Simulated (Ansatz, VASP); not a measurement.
# MnZn: VASP beside Ansatz, part 2 of 3

One calculation is typed for both programs; each brings its own data sets. How far apart do they land? The cell is taken from a series of runs on this material, whose earlier steps may have relaxed, scaled, displaced or heated it; both programs get it as it stands.

VASP 6.6.1 and Ansatz 0.2.0.

So far: The starting structure; Ansatz: relaxation of cell and atoms, PBEsol, pair 1.

In doubt: warnings of the run leave room for a lower electronic state (step 2), so energies may not be the lowest and differences between runs may mislead.

## (3) VASP: relaxation of cell and atoms, PBEsol, pair 1

Level of this step: PBEsol, spin-polarised from an antiferromagnetic start; plane waves and PAW (Mn_pv, Zn) (VASP).

The same cell, functional, mesh and smearing now go to VASP, with its own data sets.

Lines of VASP's logs that name or quote its potential files are left out, and so is its time.

Input file INCAR:

```
SYSTEM = MnZn
PREC = Accurate
ENCUT = 500
EDIFF = 1E-07
NELM = 200
ISMEAR = 0
SIGMA = 0.1
LREAL = .FALSE.
ALGO = Normal
GGA = PS
NBANDS = 33
ISPIN = 2
MAGMOM = 3.11 -3.11 0 -0
LASPH = .TRUE.
LMAXMIX = 4
LORBIT = 11
LWAVE = .FALSE.
LCHARG = .FALSE.
ISIF = 3
IBRION = 2
NSW = 80
EDIFFG = -0.005
GGA_COMPAT = .FALSE.
NELMIN = 4
KPAR = 2
```

Input file POSCAR:

```
MnZn
1.0
    2.9611660000      2.9611660000      0.0000000000
    2.9611660000      0.0000000000      2.9611660000
    2.9611660000      0.0000000000     -2.9611660000
Mn Zn
2 2
Direct
    0.0000000000      0.0000000000      0.0000000000
    0.0000000000      0.5000000000      0.5000000000
    0.5000000000      0.2500000000      0.7500000000
    0.5000000000      0.7500000000      0.2500000000
```

Input file KPOINTS:

```
Automatic mesh
0
Gamma
14 14 14
0 0 0
```

PAW data sets: Mn_pv and Zn (PBE family, release 64).

Started as:

```bash
$ mpirun -np 2 vasp_std
```

Numbers of over 12 decimals in the logs are rounded to 6 here.

Log:

```text
[banner, memory and clock lines left out]
running    2 mpi-ranks, on    1 nodes
 distrk:  each k-point on    1 cores,    2 groups
 distr:  one band on    1 cores,    1 groups

 POSCAR found type information on POSCAR MnZn
 POSCAR found :  2 types and       4 ions
|                                                                             |
|               ----> ADVICE to this user running VASP <----                  |
|                                                                             |
|     You enforced a specific xc type in the INCAR file but a different       |
|     [... a line on the potential file left out ...]
|     I HOPE YOU KNOW WHAT YOU ARE DOING!                                     |
|                                                                             |

 LDA part: xc-table for (Slater+PW92), standard interpolation
 POSCAR, INCAR and KPOINTS ok, starting setup
 FFT: planning ... GRIDC
 FFT: planning ... GRID_SOFT
 FFT: planning ... GRID
 WAVECAR not read
 entering main loop
       N       E                     dE             d eps       ncg     rms          rms(c)
DAV:   1     0.438520430030E+03    0.43852E+03   -0.25949E+04 14536   0.222E+03
DAV:   2     0.690805714943E+01   -0.43161E+03   -0.41640E+03 13776   0.506E+02
DAV:   3    -0.245529971122E+02   -0.31461E+02   -0.30803E+02 14477   0.150E+02
DAV:   4    -0.251148121976E+02   -0.56182E+00   -0.56032E+00 15209   0.212E+01
DAV:   5    -0.251239028171E+02   -0.90906E-02   -0.90893E-02 15323   0.240E+00    0.176E+01
DAV:   6    -0.235886050044E+02    0.15353E+01   -0.27036E+01 14444   0.519E+01    0.158E+01
DAV:   7    -0.221568791796E+02    0.14317E+01   -0.98239E+00 15047   0.412E+01    0.595E+00
DAV:   8    -0.221632409736E+02   -0.63618E-02   -0.54705E-01 14127   0.892E+00    0.230E+00
DAV:   9    -0.221510759759E+02    0.12165E-01   -0.53580E-02 15425   0.209E+00    0.813E-01
DAV:  10    -0.221505807401E+02    0.49524E-03   -0.95281E-03 14696   0.109E+00    0.380E-01
DAV:  11    -0.221507849924E+02   -0.20425E-03   -0.13874E-03 17279   0.414E-01    0.806E-02
DAV:  12    -0.221508352758E+02   -0.50283E-04   -0.21407E-04 14110   0.108E-01    0.392E-02
DAV:  13    -0.221508379564E+02   -0.26806E-05   -0.78922E-06 15573   0.287E-02    0.241E-02
DAV:  14    -0.221508374532E+02    0.50317E-06   -0.19223E-06 18987   0.155E-02    0.779E-03
DAV:  15    -0.221508376085E+02   -0.15530E-06   -0.12254E-06 14175   0.114E-02    0.268E-03
DAV:  16    -0.221508375438E+02    0.64735E-07   -0.64939E-08  7463   0.213E-03
   1 F= -.22150838E+02 E0= -.22144683E+02  d E =-.221508E+02  mag=     0.0000
 curvature:   0.00 expect dE= 0.000E+00 dE for cont linesearch  0.000E+00
 trial: gam= 0.00000 g(F)=  0.163E-58 g(S)=  0.261E-03 ort = 0.000E+00 (trialstep = 0.100E+01)
 search vector abs. value=  0.261E-03
 bond charge predicted
       N       E                     dE             d eps       ncg     rms          rms(c)
DAV:   1    -0.221610639989E+02   -0.10226E-01   -0.12023E-01 14189   0.436E+00    0.881E-01
DAV:   2    -0.221541987337E+02    0.68653E-02   -0.73571E-02 14431   0.280E+00    0.762E-01
DAV:   3    -0.221512158625E+02    0.29829E-02   -0.12378E-02 14530   0.138E+00    0.220E-01
DAV:   4    -0.221510364349E+02    0.17943E-03   -0.64739E-04 13891   0.279E-01    0.836E-02
DAV:   5    -0.221509343874E+02    0.10205E-03   -0.70071E-05 15465   0.771E-02    0.271E-02
DAV:   6    -0.221509258744E+02    0.85130E-05   -0.12445E-05 17203   0.547E-02    0.699E-03
DAV:   7    -0.221509267275E+02   -0.85311E-06   -0.34760E-06 15239   0.142E-02    0.272E-03
DAV:   8    -0.221509271997E+02   -0.47219E-06   -0.29119E-07 11828   0.557E-03    0.118E-03
DAV:   9    -0.221509272886E+02   -0.88874E-07   -0.91118E-09  7048   0.157E-03
   2 F= -.22150927E+02 E0= -.22144788E+02  d E =-.897448E-04  mag=     0.0000
 trial-energy change:   -0.000090  1 .order   -0.000085   -0.000261    0.000091
 step:   0.7568(harm=  0.7418)  dis= 0.00000  next Energy=   -22.150938 (dE=-0.101E-03)
 bond charge predicted
       N       E                     dE             d eps       ncg     rms          rms(c)
DAV:   1    -0.221515349531E+02   -0.60775E-03   -0.70956E-03 14209   0.106E+00    0.214E-01
DAV:   2    -0.221511295164E+02    0.40544E-03   -0.42579E-03 14431   0.682E-01    0.183E-01
DAV:   3    -0.221509569992E+02    0.17252E-03   -0.72957E-04 14521   0.335E-01    0.538E-02
DAV:   4    -0.221509459814E+02    0.11018E-04   -0.38953E-05 13899   0.701E-02    0.202E-02
DAV:   5    -0.221509395002E+02    0.64813E-05   -0.40082E-06 15394   0.185E-02    0.648E-03
DAV:   6    -0.221509386387E+02    0.86143E-06   -0.73287E-07 15969   0.131E-02    0.168E-03
DAV:   7    -0.221509385014E+02    0.13730E-06   -0.19762E-07  9647   0.356E-03    0.656E-04
DAV:   8    -0.221509384032E+02    0.98216E-07   -0.25925E-08  6992   0.178E-03
   3 F= -.22150938E+02 E0= -.22144795E+02  d E =-.100859E-03  mag=    -0.0000
 curvature:  -0.37 expect dE=-0.122E-06 dE for cont linesearch -0.122E-06
 trial: gam= 0.00000 g(F)=  0.371E-59 g(S)=  0.331E-06 ort =-0.929E-05 (trialstep = 0.951E+00)
 search vector abs. value=  0.331E-06
 reached required accuracy - stopping structural energy minimisation
```

OUTCAR, selected parts (step 3):

```text
ion  position               nearest neighbor table
   1  0.000  0.000  0.000-   3 2.56   4 2.56   4 2.56   3 2.56   4 2.56   3 2.56   3 2.56   4 2.56
                             2 2.96   2 2.96   2 2.96   2 2.96   2 2.96   2 2.96
   2  0.000  0.500  0.500-   3 2.56   4 2.56   3 2.56   4 2.56   3 2.56   4 2.56   3 2.56   4 2.56
                             1 2.96   1 2.96   1 2.96   1 2.96   1 2.96   1 2.96
   3  0.500  0.250  0.750-   1 2.56   2 2.56   1 2.56   2 2.56   1 2.56   2 2.56   1 2.56   2 2.56
                             4 2.96   4 2.96   4 2.96   4 2.96   4 2.96   4 2.96
   4  0.500  0.750  0.250-   1 2.56   2 2.56   2 2.56   1 2.56   2 2.56   1 2.56   1 2.56   2 2.56
                             3 2.96   3 2.96   3 2.96   3 2.96   3 2.96   3 2.96

  LATTYP: Found a face centered cubic cell.
 ALAT       =     5.9223320000

 Subroutine GETGRP returns: Found 48 space group operations
 (whereof 48 operations were pure point group operations)

The static configuration has the point symmetry O_h .

 Found    104 irreducible k-points:

   k-points           NKPTS =    104   k-points in BZ     NKDIM =    104   number of bands    NBANDS=     33

   dimension x,y,z NGX =    32 NGY =   32 NGZ =   32
   dimension x,y,z NGXF=    64 NGYF=   64 NGZF=   64

   ENCUT  =  500.0 eV  36.75 Ry    6.06 a.u.   7.64  7.64  7.64*2*pi/ulx,y,z

   NELECT =      50.0000    total number of electrons

 k-points in reciprocal lattice and weights: Automatic mesh
   0.00000000  0.00000000  0.00000000       0.000
   0.07142857  0.00000000  0.00000000       0.002
   0.14285714  0.00000000  0.00000000       0.002
   0.21428571  0.00000000  0.00000000       0.002
   0.28571429  0.00000000  0.00000000       0.002
   0.35714286  0.00000000  0.00000000       0.002
   0.42857143  0.00000000  0.00000000       0.002
   0.50000000  0.00000000  0.00000000       0.001
   0.00000000  0.07142857  0.00000000       0.003
[...]
-0.28571429  0.21428571  0.21428571       0.004
  -0.28571429  0.28571429  0.21428571       0.009

 average (electrostatic) potential at core
       1 -68.4272       2 -68.4272       3 -33.2160       4 -33.2160

 E-fermi :   6.2583

 spin component 1
 k-point     1 :       0.0000    0.0000    0.0000
  band No.  band energies     occupation
    ...
     18       2.5669      1.00000
     19       2.5669      1.00000
     20       2.5669      1.00000
     21       3.7348      1.00000
     22       3.7348      1.00000
     23       6.4253      0.00909
     24       6.4253      0.00909
     25       6.4253      0.00909
     26       7.2619      0.00000
     27       7.2619      0.00000
    ...

 k-point     2 :       0.0714    0.0000    0.0000
  band No.  band energies     occupation
    ...
     18       2.5144      1.00000
     19       2.6052      1.00000
     20       2.6052      1.00000
     21       3.7292      1.00000
     22       3.7310      1.00000
     23       6.3435      0.11414
     24       6.3435      0.11413
     25       6.3805      0.04195
     26       7.1121      0.00000
     27       7.2617      0.00000
    ...

 k-point     3 :       0.1429    0.0000    0.0000
  band No.  band energies     occupation
    ...
     20       2.7191      1.00000
     21       3.6991      1.00000
     22       3.7201      1.00000
     23       6.1255      0.96975
     24       6.1255      0.96975
     25       6.2821      0.36834
     26       6.7070      0.00000
     27       7.2610      0.00000
     28       9.6768      0.00000
     29       9.6768      0.00000
    ...

 k-point     4 :       0.2143    0.0000    0.0000
  band No.  band energies     occupation
    ...
     22       3.7040      1.00000
     23       5.8286      1.00000
     24       5.8286      1.00000
     25       6.1180      0.97637
     26       6.1828      0.85726
     27       7.2601      0.00000
     28       8.7702      0.00000
     29       8.7702      0.00000
     30       9.4319      0.00000
     31      10.1509      0.00000
    ...

 k-point     5 :       0.2857    0.0000    0.0000
  band No.  band energies     occupation
    ...
     22       3.6855      1.00000
     23       5.3820      1.00000
     24       5.4994      1.00000
     25       5.4994      1.00000
     26       6.1052      0.98483
     27       7.2594      0.00000
     28       7.9911      0.00000
     29       7.9911      0.00000
     30       8.4316      0.00000
     31      10.3290      0.00000
    ...

 k-point     6 :       0.3571    0.0000    0.0000
  band No.  band energies     occupation
    ...
     22       3.6683      1.00000
     23       4.6680      1.00000
     24       5.1611      1.00000
     25       5.1611      1.00000
     26       6.0521      0.99822
     27       7.2589      0.00000
     28       7.3852      0.00000
     29       7.3852      0.00000
     30       7.8790      0.00000
     31      10.4404      0.00000
    ...

  Total       -0.0030263     -0.0030263     -0.0030263     -0.0000000     -0.0000000      0.0000000
  in kB       -0.0931529     -0.0931529     -0.0931529     -0.0000000     -0.0000000      0.0000000
  external PRESSURE =      -0.0931529 kB  Pullay stress =       0.0000000 kB

  energy-cutoff  :      500.00
  volume of cell :       52.05
      direct lattice vectors                 reciprocal lattice vectors
     2.963460185  2.963460185 -0.000000000     0.000000000  0.337443373 -0.000000000
     2.963460185  0.000000000  2.963460185     0.168721686 -0.168721686  0.168721686
     2.963460185 -0.000000000 -2.963460185     0.168721686 -0.168721686 -0.168721686

 POSITION                                       TOTAL-FORCE (eV/Angst)
 -----------------------------------------------------------------------------------
      0.00000      0.00000      0.00000         0.000000     -0.000000     -0.000000
      2.96346     -0.00000      0.00000         0.000000     -0.000000     -0.000000
      4.44519      1.48173     -1.48173         0.000000     -0.000000      0.000000
      4.44519      1.48173      1.48173        -0.000000      0.000000      0.000000
 -----------------------------------------------------------------------------------
    total drift:                                0.000000      0.000000      0.000000

  FREE ENERGIE OF THE ION-ELECTRON SYSTEM (eV)
  ---------------------------------------------------
  free  energy   TOTEN  =       -22.1509384032 eV

  energy  without entropy=      -22.1386518998  energy(sigma->0) =      -22.14479515

 reached required accuracy - stopping structural energy minimisation

 total charge
# of ion       s       p       d       tot
------------------------------------------
    1        0.299   6.285   5.038  11.621
    2        0.299   6.285   5.038  11.621
    3        0.647   0.607   9.718  10.972
    4        0.647   0.607   9.718  10.972
--------------------------------------------------
tot          1.892  13.783  29.511  45.186

 magnetization (x)
# of ion       s       p       d       tot
------------------------------------------
    1        0.055   0.067   3.070   3.192
    2       -0.055  -0.067  -3.070  -3.192
    3        0.000   0.000   0.000   0.000
    4        0.000   0.000   0.000   0.000
--------------------------------------------------
tot          0.000   0.000   0.000   0.000

[... 1 further part left out ...]
```

CONTCAR:

```
MnZn
   1.00000000000000
     2.9634601849480458    2.9634601849480458   -0.0000000000000000
     2.9634601849480458    0.0000000000000000    2.9634601849480458
     2.9634601849480458   -0.0000000000000000   -2.9634601849480458
  Mn              Zn
     2     2
Direct
     0.0000000000000000    0.0000000000000000    0.0000000000000000
     0.0000000000000000    0.5000000000000000    0.5000000000000000
     0.5000000000000000    0.2500000000000000    0.7500000000000000
     0.5000000000000000    0.7500000000000000    0.2500000000000000
```

## (4) Side by side

Known differences besides the potentials themselves: VASP starts from the moments at which Ansatz ended; the data sets hold 54 valence electrons in Ansatz (on its PAW soft_1 files) and 50 in VASP; the cutoff is 420 eV in Ansatz and 500 eV in VASP; Ansatz makes its cores anew for this functional, VASP keeps those of its PBE data sets; Ansatz adds a Pulay correction to the stress that steers its cell, VASP none; site moments are counted in spheres of each program's own size. Total energies have different zeros and are not compared.

Both answers:

```tsv
quantity	Ansatz	VASP	difference
volume (Å³)	51.82	52.05	-0.43 %
edge a after relaxation, in the typed setting (Å)	4.185	4.191	-0.15 %
moment on Mn1 (μB)	3.10	3.19	-0.09
moment on Mn2 (μB)	-3.10	-3.19	+0.09
```

[end of part 2 of 3]

[Lines on the potential files, build, host, timing and source positions are cut from VASP's logs without a mark.]

[Logs are printed without paths, hosts, clocks, repeated set-up lines and the standing remarks that a program may print on its own settings, such as how far it seeks lower states.]

[Hosts, paths, dates, database ids (printed as entryN), source tags and the programs' standing remarks are cut or masked in the printed files.]
